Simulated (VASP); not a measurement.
Given:

```
CELL_PARAMETERS angstrom
     -5.14854     5.14854     5.14854
      5.14854    -5.14854     5.14854
      5.14854     5.14854    -5.14854
ATOMIC_POSITIONS crystal
  In 0.50000 0.50000 0.50000
  In 0.50000 0.00000 0.00000
  In 0.00000 0.00000 0.50000
  In 0.00000 0.50000 0.00000
  In 0.25000 0.71650 0.46650
  In 0.75000 0.78350 0.03350
  In 0.46650 0.25000 0.71650
  In 0.03350 0.75000 0.78350
  In 0.71650 0.46650 0.25000
  In 0.78350 0.03350 0.75000
  In 0.75000 0.28350 0.53350
  In 0.25000 0.21650 0.96650
  In 0.53350 0.75000 0.28350
  In 0.96650 0.25000 0.21650
  In 0.28350 0.53350 0.75000
  In 0.21650 0.96650 0.25000
  O  0.53610 0.77370 0.54340
  O  0.73030 0.99270 0.95660
  O  0.76970 0.72630 0.26240
  O  0.96390 0.50730 0.23760
  O  0.54340 0.53610 0.77370
  O  0.95660 0.73030 0.99270
  O  0.26240 0.76970 0.72630
  O  0.23760 0.96390 0.50730
  O  0.77370 0.54340 0.53610
  O  0.99270 0.95660 0.73030
  O  0.72630 0.26240 0.76970
  O  0.50730 0.23760 0.96390
  O  0.46390 0.22630 0.45660
  O  0.26970 0.00730 0.04340
  O  0.23030 0.27370 0.73760
  O  0.03610 0.49270 0.76240
  O  0.45660 0.46390 0.22630
  O  0.04340 0.26970 0.00730
  O  0.73760 0.23030 0.27370
  O  0.76240 0.03610 0.49270
  O  0.22630 0.45660 0.46390
  O  0.00730 0.04340 0.26970
  O  0.27370 0.73760 0.23030
  O  0.49270 0.76240 0.03610
```

Computed with PBE GGA, VASP's PBE PAW potentials (set 64) (plane waves; VASP). Settings: LREAL = Auto, 400 eV cut-off, 3×3×3 Γ-centred mesh, first-order Methfessel-Paxton smearing of 0.20 eV, potentials In_d O.

At this cut-off the stress carries a Pulay error, which pulls relaxed volumes low.

Task: Which forces act on the atoms, in eV/Å?

Result: 
```csv
atom,Fx,Fy,Fz
In1,0.000,0.000,0.000
In2,0.000,0.000,0.000
In3,0.000,0.000,0.000
In4,0.000,0.000,0.000
In5,0.006,0.000,0.000
In6,-0.006,0.000,0.000
In7,0.000,0.006,0.000
In8,0.000,-0.006,0.000
In9,0.000,0.000,0.006
In10,0.000,0.000,-0.006
In11,-0.006,0.000,0.000
In12,0.006,0.000,0.000
In13,0.000,-0.006,0.000
In14,0.000,0.006,0.000
In15,0.000,0.000,-0.006
In16,0.000,0.000,0.006
O17,-0.121,0.172,-0.188
O18,0.121,-0.172,-0.188
O19,0.121,0.172,0.188
O20,-0.121,-0.172,0.188
O21,-0.188,-0.121,0.172
O22,-0.188,0.121,-0.172
O23,0.188,0.121,0.172
O24,0.188,-0.121,-0.172
O25,0.172,-0.188,-0.121
O26,-0.172,-0.188,0.121
O27,0.172,0.188,0.121
O28,-0.172,0.188,-0.121
O29,0.121,-0.172,0.188
O30,-0.121,0.172,0.188
O31,-0.121,-0.172,-0.188
O32,0.121,0.172,-0.188
O33,0.188,0.121,-0.172
O34,0.188,-0.121,0.172
O35,-0.188,-0.121,-0.172
O36,-0.188,0.121,0.172
O37,-0.172,0.188,0.121
O38,0.172,0.188,-0.121
O39,-0.172,-0.188,-0.121
O40,0.172,-0.188,0.121
```

Task: Give the stress tensor in GPa (positive for a compressed cell).

Result: 
```
-4.22   0.00   0.00
 0.00  -4.22   0.00
 0.00   0.00  -4.22
```
The pressure is its mean diagonal, -4.22 GPa.

The structure was generated: In2O3 was put into an ordered model structure, a phase also known from measurement. The cell was not relaxed at this level.
